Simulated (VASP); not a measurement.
Runs of VASP 6.6.1 on SiC. Symmetry: P6_3mc, No. 186, hexagonal system. The conventional cell has a = 3.093 Å, b = 3.093 Å, c = 10.127 Å, α = 90.00°, β = 90.00°, γ = 120.00°. Si (site symmetry 3m) is surrounded by 4 C at 1.90 Å. Si (site symmetry 3m) is surrounded by 4 C at 1.89 to 1.90 Å. C (site symmetry 3m) is surrounded by 4 Si at 1.89 to 1.90 Å. C (site symmetry 3m) has 4 Si at 1.90 Å as nearest neighbours. The cell is a database's computed one.

```tsv
task	level	cell	cutoff (eV)	gap on the mesh (eV)	pressure (GPa)
band structure	r2SCAN	as given	520	2.60	(a)
relaxation of cell and atoms	PBE	relaxed	600	2.22	0.0
band structure	TB-mBJ	as given	520	3.17	-
band structure	PBE	as given	520	2.22	0.1
```

Alike in all rows: potentials or basis VASP PAW PBE potentials, release 64 (Si, C); no spin polarisation; k mesh 12 × 12 × 3; smearing gaussian 0.03 eV.

Q: Estimate the missing entries.

A: (a) -3.5.

Caveats: the PAW data sets were made with another functional, which shifts forces and pressure a little (some runs); an odd mesh through Γ misses points on the zone boundary, where band edges often lie (some runs).
